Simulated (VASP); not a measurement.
## Sc: structure and properties in VASP

Aim: relax Sc with AM05, compute its properties on that cell and hold them against experiment. The steps: full relaxation (AM05), second relaxation, single point with fields (AM05), band structure (AM05), total and projected DOS (AM05), volume scan with AM05, fit for AM05 and electric field gradients (AM05). The start is a cell from a database of measured crystal structures.

Main program and level: VASP 6.6.1; AM05; plane waves and PAW (Sc_sv).

The experiments to compare with:

“Electronic structure investigation of the cubic inverse perovskite Sc3AlN” (2011, arxiv:1112.2697) quotes from earlier work for Sc, hcp (literature value): lattice constant a (hexagonal a) 3.31 Å [Literature experimental value used as calculation input; sample form not stated].

Most raw output is cut from this account.

## Step 1: Starting point

Before any relaxation, the start is as follows. It takes space group P6_3/mmc (No. 194, hexagonal). The conventional cell has a = 3.309 Å, b = 3.309 Å, c = 5.273 Å, α = 90.00°, β = 90.00°, γ = 120.00°. Sc has 12 Sc at 3.26 to 3.31 Å nearest.

## Step 2: Full relaxation (AM05)

The start need not lie at this functional's minimum. ISIF = 3 frees volume, shape and positions, and EDIFFG sets the threshold on forces and stress at which the search stops. AM05 is built from the electron gas and the surface model, and does well on lattice constants.

Contents of INCAR:

```
SYSTEM = Sc
PREC = Accurate
ENCUT = 400
EDIFF = 1E-06
NELM = 100
ISMEAR = 1
SIGMA = 0.2
LREAL = .FALSE.
ALGO = Normal
GGA = AM
NBANDS = 17
LASPH = .TRUE.
LORBIT = 11
LWAVE = .FALSE.
LCHARG = .FALSE.
KPAR = 2
IBRION = 2
NSW = 60
ISIF = 3
EDIFFG = -0.01
```

Contents of POSCAR:

```
Sc
1.0
    3.3090000000      0.0000000000      0.0000000000
   -1.6545000000      2.8656780611      0.0000000000
    0.0000000000      0.0000000000      5.2733000000
Sc
2
Direct
    0.3333333333      0.6666666667      0.2500000000
    0.6666666667      0.3333333333      0.7500000000
```

Contents of KPOINTS:

```
Automatic mesh
0
Gamma
8 8 4
0 0 0
```

PAW data sets: Sc_sv (PBE family, release 64).

The run is started by

```bash
$ mpirun -np 2 vasp_std
```

Elapsed: 16 s, on 2 MPI ranks of Intel Xeon 6975P-C (Granite Rapids), shared host; peak memory 0.3 GiB; 31 s of CPU time.

The k-mesh is coarse for a metal. The PAW data sets were made with PBE, which is usual practice but a small mismatch for other functionals. The run keeps the 24 symmetry operations of its start, so it cannot find a distortion of lower symmetry.

Relaxation path:

```tsv
step	energy less that of the first step (eV)	largest force (eV/Å)	pressure (GPa)	volume (Å³)
1	0.0000	0.0000	-2.54	50.00
2	-0.0235	0.0000	0.54	47.19
3	-0.0238	0.0000	0.21	47.46
4	-0.0253	0.0000	0.08	47.55
5	-0.0256	0.0000	-0.02	47.61
```

```tsv
conventional cell, symmetrised	before	after	change
a (Å)	3.309	3.287	-0.7 %
b (Å)	3.309	3.287	-0.7 %
c (Å)	5.273	5.088	-3.5 %
volume (Å³/atom)	25.00	23.81	-4.8 %
```

The relaxed structure:

```xyz
2
Lattice="3.2871 0.0000 0.0000 -1.6436 2.8467 0.0000 0.0000 0.0000 5.0883" Properties=species:S:1:pos:R:3 pbc="T T T"
Sc    0.0000    1.8978    1.2721
Sc    1.6436    0.9489    3.8163
```

This step gave:

| Property | Result |
| --- | --- |
| electrons | 22 |
| bands | 17 |
| irreducible k-points | 30 |
| symmetry operations | 24 |
| free energy (TOTEN) | -12.80 eV |
| energy at zero smearing | -12.80 eV |
| Fermi energy | 3.805 eV |
| pressure | -0.01727 GPa |
| metallic, judged on the points sampled | yes |
| SCF cycles over all ionic steps | 36 |

It ends with forces that vanish by symmetry and a pressure of -0.02 GPa. The volume lies -4.8 % from that of the database's start, part of which can be the thermal and zero-point expansion of its experiment.

## Step 3: Second relaxation

A relaxation keeps the plane waves of the cell it began with, so it is repeated from the new cell, on a basis made for it. The mesh changes with the cell too.

INCAR is that of step 2.

Contents of POSCAR:

```
Sc
1.0
    3.2871324581      0.0000000000      0.0000000000
   -1.6435662291      2.8467402143      0.0000000000
    0.0000000000      0.0000000000      5.0883455680
Sc
2
Direct
    0.3333333333      0.6666666667      0.2500000000
    0.6666666667      0.3333333333      0.7500000000
```

Contents of KPOINTS:

```
Automatic mesh
0
Gamma
8 8 5
0 0 0
```

The run is started by

```bash
$ mpirun -np 2 vasp_std
```

Elapsed: 15 s, on 2 MPI ranks; peak memory 0.28 GiB.

The steps of the relaxation:

```tsv
step	energy less that of the first step (eV)	largest force (eV/Å)	pressure (GPa)	volume (Å³)
1	0.0000	0.0000	0.15	47.61
2	-0.0004	0.0000	-0.02	47.77
3	-0.0004	0.0000	-0.07	47.83
4	-0.0004	0.0000	-0.09	47.84
5	-0.0004	0.0000	-0.01	47.76
```

```tsv
conventional cell, symmetrised	before	after	change
a (Å)	3.287	3.283	-0.1 %
b (Å)	3.287	3.283	-0.1 %
c (Å)	5.088	5.118	+0.6 %
volume (Å³/atom)	23.81	23.88	+0.3 %
```

The relaxed structure:

```xyz
2
Lattice="3.2827 0.0000 0.0000 -1.6414 2.8429 0.0000 0.0000 0.0000 5.1176" Properties=species:S:1:pos:R:3 pbc="T T T"
Sc    0.0000    1.8953    1.2794
Sc    1.6414    0.9476    3.8382
```

Numbers from this step:

* free energy (TOTEN): -12.79 eV
* energy at zero smearing: -12.78 eV
* Fermi energy: 3.788 eV
* pressure: -0.01197 GPa
* SCF cycles over all ionic steps: 33

It ends with forces that vanish by symmetry and a pressure of -0.01 GPa.

## Step 4: Single point with fields (AM05)

The relaxed cell gets a fresh self-consistent run, on a basis set for its own volume, to fix the density and to check the remaining stress.

Edit INCAR of step 3 so:

```diff
@@ -14,7 +14,5 @@
 LWAVE = .FALSE.
-LCHARG = .FALSE.
-KPAR = 2
-IBRION = 2
-NSW = 60
-ISIF = 3
-EDIFFG = -0.01
+LCHARG = .TRUE.
+ISIF = 2
+LELF = .TRUE.
+LVHAR = .TRUE.
```

Contents of POSCAR:

```
Sc
1.0
    3.2827164969      0.0000000000      0.0000000000
   -1.6413582485      2.8429158797      0.0000000000
    0.0000000000      0.0000000000      5.1175763364
Sc
2
Direct
    0.3333333333      0.6666666667      0.2500000000
    0.6666666667      0.3333333333      0.7500000000
```

KPOINTS is that of step 3.

The run is started by

```bash
$ mpirun -np 2 vasp_std
```

Wall time 5.2 s (2 MPI ranks); peak memory 0.25 GiB.

Numbers from this step:

| Quantity | Value |
| --- | --- |
| SCF cycles | 13 |
| bands | 18 |
| pressure | -0.01309 GPa |

Valence electrons inside each PAW sphere by angular momentum. Sphere charges, by row:

```tsv
atom	s (e)	p (e)	d (e)	tot (e)
Sc1	2.279	6.11	1.02	9.408
Sc2	2.279	6.11	1.02	9.408
```

Electrostatic potential energy in the ac plane at fractional y = 0.333, with atoms of Sc within 0.2 Å of it. With pseudopotentials it is smooth inside the atoms' cores, unlike the true potential.

Ten even steps from '_' (-29 eV) to '@' (2 eV):
```
@@@@@@@@@@@@@@%%%%##########%%%%@@
@@@@@@@@@@@@%%%%##**++====++**##%%
%%@@@@@@@@@@%%##++----::::--==**##
%%@@@@@@@@%%##++--::..____..::==**
##%%@@@@@@%%##==::..________..--++
##%%@@@@@@%%**==::__________..::++
##%%@@@@@@%%**==::__________..::++
##%%@@@@@@%%##==::..________..--++
%%@@@@@@@@%%##++--::..____..::==**
%%@@@@@@@@@@%%##++----::::--==**##
@@@@@@@@@@@@%%%%##**++====++**##%%
@@@@@@@@@@@@@@%%%%##########%%%%@@
@@@@@@@@@@@@@@@@@@%%%%%%%%%%@@@@@@
@@@@@@@@@@@@@@@@@@@@@@@@@@@@@@@@@@
@@%%%%%%%%@@@@@@@@@@@@@@@@@@@@@@@@
%%%%%%##%%%%%%@@@@@@@@@@@@@@@@@@@@
%%####**####%%%%@@@@@@@@@@@@@@@@%%
##**********##%%@@@@@@@@@@@@@@@@%%
##**++++++**##%%@@@@@@@@@@@@@@%%%%
##**++++++**##%%@@@@@@@@@@@@@@%%%%
##**********##%%@@@@@@@@@@@@@@@@%%
%%####**####%%%%@@@@@@@@@@@@@@@@%%
%%%%%%##%%%%%%@@@@@@@@@@@@@@@@@@@@
@@%%%%%%%%@@@@@@@@@@@@@@@@@@@@@@@@
@@@@@@@@@@@@@@@@@@@@@@@@@@@@@@@@@@
@@@@@@@@@@@@@@@@@@%%%%%%%%%%@@@@@@
```
Columns run along a (3.3 Å; values clipped at the 3rd and 97th percentile), rows up along c (5.1 Å). Atoms in or near the plane, at fractional coordinates: Sc at (0.67, 0.75).

Valence density in the ac plane at fractional y = 0.333, with atoms of Sc within 0.2 Å of it. It is the smooth field of the valence electrons, not physical close to the nuclei.

Ten steps, logarithmic in the rise over the least value, from '_' (0.1 e/Å³) to '@' (9.4 e/Å³):
```
__________________..........______
________________..::--==----::..__
______________..--==******++==::..
____________..::++**##%%%%##**==::
..__________..==**%%@@@@@@%%##++--
..__________::==**%%@@@@@@@@%%**--
..__________::==**%%@@@@@@@@%%**--
..__________..==**%%@@@@@@%%##++--
____________..::++**##%%%%##**==::
______________..--==******++==::..
________________..::--==----::..__
__________________..........______
__________________________________
__________________________________
__________________________________
____....__________________________
__..........______________________
..::::::::....____________________
..::------::..____________________
..::------::..____________________
..::::::::....____________________
__..........______________________
____....__________________________
__________________________________
__________________________________
__________________________________
```
Columns run along a (3.3 Å), rows up along c (5.1 Å). Atoms in or near the plane, at fractional coordinates: Sc at (0.67, 0.75).

ELF in the ac plane at fractional y = 0.333, with atoms of Sc within 0.2 Å of it. It is the smooth field of the valence electrons, not physical close to the nuclei.

Ten even steps from '_' (0.09) to '@' (0.86):
```
::==++++++--::__________________..
..--++++==::______..--==--::..____
__::==++--..____::++######**==..__
__..----::____::++##%%%%%%%%##==..
____::::..____--##%%@@@@@@@@%%**::
____..::..__..++##@@@@@@@@@@%%##--
____..::..__..++##@@@@@@@@@@%%##--
____::::..____--##%%@@@@@@@@%%**::
__..----::____::++##%%%%%%%%##==..
__::==++--..____::++######**==..__
..--++++==::______..--==--::..____
::==++++++--::__________________..
--========----::....________....::
::::::::::::::--------------------
..________....::==++********++--::
______________..--++######**++--..
______________..::++##%%%%##==::__
____......______::==##%%%%**==..__
__..::::::..____..==##%%%%**--..__
__..::::::..____..==##%%%%**--..__
____......______::==##%%%%**==..__
______________..::++##%%%%##==::__
______________..--++######**++--..
..________....::==++********++--::
::::::::::::::--------------------
--========----::....________....::
```
Columns run along a (3.3 Å), rows up along c (5.1 Å). Atoms in or near the plane, at fractional coordinates: Sc at (0.67, 0.75).

In this run the pressure is -0.01 GPa, small enough to go on; single stress components reach 0.02 GPa.

## Step 5: Band structure (AM05)

The mesh alone shows little of the dispersion and can miss band extrema, so KPOINTS_OPT adds a path through the symmetry points after the self-consistent cycle.

Contents of INCAR:

```
SYSTEM = Sc
PREC = Accurate
ENCUT = 400
EDIFF = 1E-06
NELM = 100
ISMEAR = 1
SIGMA = 0.2
LREAL = .FALSE.
ALGO = Normal
GGA = AM
NBANDS = 23
LASPH = .TRUE.
LORBIT = 11
LWAVE = .FALSE.
LCHARG = .FALSE.
KPAR = 2
```

POSCAR is that of step 4.

KPOINTS is that of step 4.

Contents of KPOINTS_OPT:

```
Line mode
16
Line-mode
Reciprocal
  0.00000000   0.00000000   0.00000000 GAMMA
  0.50000000   0.00000000   0.00000000 M

  0.50000000   0.00000000   0.00000000 M
  0.33333333   0.33333333   0.00000000 K

  0.33333333   0.33333333   0.00000000 K
  0.00000000   0.00000000   0.00000000 GAMMA

  0.00000000   0.00000000   0.00000000 GAMMA
  0.00000000   0.00000000   0.50000000 A

  0.00000000   0.00000000   0.50000000 A
  0.50000000   0.00000000   0.50000000 L

  0.50000000   0.00000000   0.50000000 L
  0.33333333   0.33333333   0.50000000 H

  0.33333333   0.33333333   0.50000000 H
  0.00000000   0.00000000   0.50000000 A

  0.50000000   0.00000000   0.50000000 L
  0.50000000   0.00000000   0.00000000 M

  0.33333333   0.33333333   0.00000000 K
  0.33333333   0.33333333   0.50000000 H
```

The run is started by

```bash
$ mpirun -np 2 vasp_std
```

The job ended after 14 s (2 MPI ranks; peak memory 0.32 GiB; 27 s of CPU time).

Numbers from this step:

- SCF cycles: 12
- bands: 23
- pressure: -0.007164 GPa

The electronic bands at the labelled points (eV, zero at the Fermi level; # counts the bands kept in this run):

```tsv
point	#1	#2	#3	#4	#5	#6
Γ	-5.19	-1.68	0.67	1.63	1.63	1.89
0.47 of the way	-4.04	-0.89	-0.10	0.51	1.57	1.81
M	-1.63	-1.11	-0.72	-0.33	1.33	1.36
0.47 of the way	-1.34	-0.89	-0.64	-0.42	1.19	1.24
K	-0.71	-0.71	-0.64	-0.54	1.04	1.04
0.47 of the way	-3.28	-0.52	-0.33	0.07	1.34	1.49
Γ	-5.19	-1.68	0.67	1.63	1.63	1.89
0.53 of the way	-4.70	-2.33	0.60	1.48	1.48	1.58
A	-3.61	-3.61	0.99	0.99	1.54	1.54
0.47 of the way	-2.67	-2.67	0.47	0.47	1.25	1.25
L	-1.52	-1.52	0.07	0.07	1.33	1.33
0.47 of the way	-1.20	-1.20	0.18	0.18	0.72	0.72
H	-0.43	-0.43	-0.15	-0.15	0.29	0.29
0.47 of the way	-2.10	-2.10	0.30	0.30	1.03	1.03
A	-3.61	-3.61	0.99	0.99	1.54	1.54
jump to L	-1.52	-1.52	0.07	0.07	1.33	1.33
0.53 of the way	-1.68	-1.19	-0.36	-0.26	1.44	1.61
M	-1.63	-1.11	-0.72	-0.33	1.33	1.36
jump to K	-0.71	-0.71	-0.64	-0.54	1.04	1.04
0.53 of the way	-0.55	-0.48	-0.48	-0.46	0.71	0.71
H	-0.43	-0.43	-0.15	-0.15	0.29	0.29
```

There is no gap at this level.

Of the bands kept, 2 cross the Fermi level on this path.

## Step 6: Total and projected DOS (AM05)

A density of states needs more k-points than a total energy, and tetrahedra (ISMEAR = -5) or a smearing that fits the mesh; LORBIT projects the states on the PAW spheres. The mesh is finer than in the run before.

Edit INCAR of step 5 so:

```diff
@@ -5,3 +5,3 @@
 NELM = 100
-ISMEAR = 1
+ISMEAR = -5
 SIGMA = 0.2
@@ -16 +16,2 @@
 KPAR = 2
+NEDOS = 2001
```

POSCAR is that of step 5.

Contents of KPOINTS:

```
Automatic mesh
0
Gamma
12 12 7
0 0 0
```

The run is started by

```bash
$ mpirun -np 2 vasp_std
```

Run time: 9.8 s. Hardware: 2 MPI ranks; peak memory 0.33 GiB; 19 s of CPU time.

With tetrahedra the forces and stress of a metal are not exact derivatives of the energy.

Numbers from this step:

| Property | Result |
| --- | --- |
| SCF cycles | 11 |
| irreducible k-points | 76 |
| Fermi energy | 3.789 eV |
| pressure | -0.04157 GPa |
| DOS at the Fermi level, one point of the energy grid | 4.782 states/eV/cell |

The density of states has structure finer than the step of the table below, so its rows give means over 0.5 eV, whole bins alone (the curve runs from -12.0 to 2.27 eV). Peaks (eV: height): total 0.04: 5.12, 1.29: 5.99, 1.85: 6.29; Sc d 0.04: 2.63, 1.29: 3.86, 1.85: 4.88; Sc p 0.04: 0.401, 1.29: 0.339, 1.85: 0.126; Sc s -1.71: 0.272.

States under -12.0 eV and over 2.3 eV are left out. Table of density of states by energy, zero at the Fermi level; means over each step; values in states/eV/cell:

```tsv
energy (eV)	total	Sc d	Sc p	Sc s
-5.5	0	0	0	0
-5.0	0.0782	0	0.00105	0.0248
-4.5	0.213	1.0e-3	0.00607	0.0642
-4.0	0.328	0.00427	0.0149	0.0926
-3.5	0.407	0.0112	0.0244	0.106
-3.0	0.534	0.0306	0.0385	0.125
-2.5	0.721	0.0743	0.0566	0.147
-2.0	1.10	0.208	0.0792	0.183
-1.5	1.74	0.524	0.102	0.210
-1.0	2.10	0.841	0.121	0.132
-0.5	2.85	1.44	0.174	0.0341
0.0	4.02	2.04	0.319	0.0234
0.5	1.78	1.04	0.102	0.0100
1.0	3.73	2.41	0.183	0.0205
1.5	4.72	3.35	0.164	0.0274
2.0	4.16	3.24	0.0805	0.0165
```

The finer mesh and the other smearing move the Fermi level by +0.00 eV from the 8×8×5 run, a small shift, which tests the Fermi level alone. Of the states within 0.3 eV of the Fermi level, the largest shares in the PAW spheres are Sc d 51 % and Sc p 8 %. The rest lies in smaller channels or between the spheres.

## Step 7: Volume scan with AM05

An equation of state needs energies on both sides of the minimum, all on one mesh and cutoff.

Contents of INCAR:

```
SYSTEM = Sc
PREC = Accurate
ENCUT = 400
EDIFF = 1E-06
NELM = 100
ISMEAR = 1
SIGMA = 0.2
LREAL = .FALSE.
ALGO = Normal
GGA = AM
NBANDS = 17
LASPH = .TRUE.
LORBIT = 11
LWAVE = .FALSE.
LCHARG = .FALSE.
KPAR = 2
ISIF = 2
```

Contents of POSCAR:

```
Sc
1.0
    3.2157034792      0.0000000000      0.0000000000
   -1.6078517397      2.7848809040      0.0000000000
    0.0000000000      0.0000000000      5.0131066894
Sc
2
Direct
    0.3333333333      0.6666666667      0.2500000000
    0.6666666667      0.3333333333      0.7500000000
```

Contents of KPOINTS:

```
Automatic mesh
0
Gamma
8 8 5
0 0 0
```

The run is started by

```bash
$ mpirun -np 2 vasp_std
```

Wall time 5.2 s (2 MPI ranks); peak memory 0.28 GiB; 9.3 s of CPU time.

The scan keeps the cell's shape and the fractional positions fixed.

Numbers from this step:

* SCF cycles: 13
* bands: 17
* irreducible k-points: 30
* free energy (TOTEN): -12.75 eV
* energy at zero smearing: -12.75 eV
* Fermi energy: 4.162 eV
* pressure: 3.847 GPa

The pressure here is 3.85 GPa.

## Step 8: Volume scan with AM05 (run 2)

INCAR is that of step 7.

Contents of POSCAR:

```
Sc
1.0
    3.2383500245      0.0000000000      0.0000000000
   -1.6191750123      2.8044933875      0.0000000000
    0.0000000000      0.0000000000      5.0484114209
Sc
2
Direct
    0.3333333333      0.6666666667      0.2500000000
    0.6666666667      0.3333333333      0.7500000000
```

KPOINTS is that of step 7.

The run is started by

```bash
$ mpirun -np 2 vasp_std
```

Run time: 5 s. Hardware: 2 MPI ranks; peak memory 0.28 GiB; 9.2 s of CPU time.

Numbers from this step:

```
free energy (TOTEN)     : -12.77 eV
energy at zero smearing : -12.77 eV
Fermi energy            : 4.033 eV
pressure                : 2.450 GPa
```

The pressure falls from 3.85 to 2.45 GPa.

The run ends at a pressure of 2.45 GPa.

## Step 9: Volume scan with AM05 (run 3)

INCAR is that of step 8.

Contents of POSCAR:

```
Sc
1.0
    3.2606841787      0.0000000000      0.0000000000
   -1.6303420894      2.8238353324      0.0000000000
    0.0000000000      0.0000000000      5.0832291516
Sc
2
Direct
    0.3333333333      0.6666666667      0.2500000000
    0.6666666667      0.3333333333      0.7500000000
```

KPOINTS is that of step 8.

The run is started by

```bash
$ mpirun -np 2 vasp_std
```

The job ended after 5.2 s (2 MPI ranks; peak memory 0.28 GiB).

The pressure falls from 2.45 to 1.17 GPa.

The run ends at a pressure of 1.17 GPa.

## Step 10: Volume scan with AM05 (run 4)

INCAR is that of step 9.

Contents of POSCAR:

```
Sc
1.0
    3.2827164969      0.0000000000      0.0000000000
   -1.6413582485      2.8429158797      0.0000000000
    0.0000000000      0.0000000000      5.1175763364
Sc
2
Direct
    0.3333333333      0.6666666667      0.2500000000
    0.6666666667      0.3333333333      0.7500000000
```

KPOINTS is that of step 9.

The run is started by

```bash
$ mpirun -np 2 vasp_std
```

Run time: 5.2 s. Hardware: 2 MPI ranks; peak memory 0.28 GiB; 9.5 s of CPU time.

The pressure falls from 1.17 to -0.01 GPa.

The run ends at a pressure of -0.01 GPa.

(Continued in part 2 of 2.)

[Lines on the potential files, build, host, timing and source positions are cut from VASP's logs without a mark.]

[Logs are printed without paths, hosts, clocks, repeated set-up lines and the standing remarks that a program may print on its own settings, such as how far it seeks lower states.]

[Hosts, paths, dates, database ids (printed as entryN), source tags and the programs' standing remarks are cut or masked in the printed files.]

[A measured line is paired with the nearest computed mode of its activity, which favours agreement.]

[In band tables of VASP the shares of atoms and orbitals are scaled to a sum of 1 inside the atoms' spheres.]
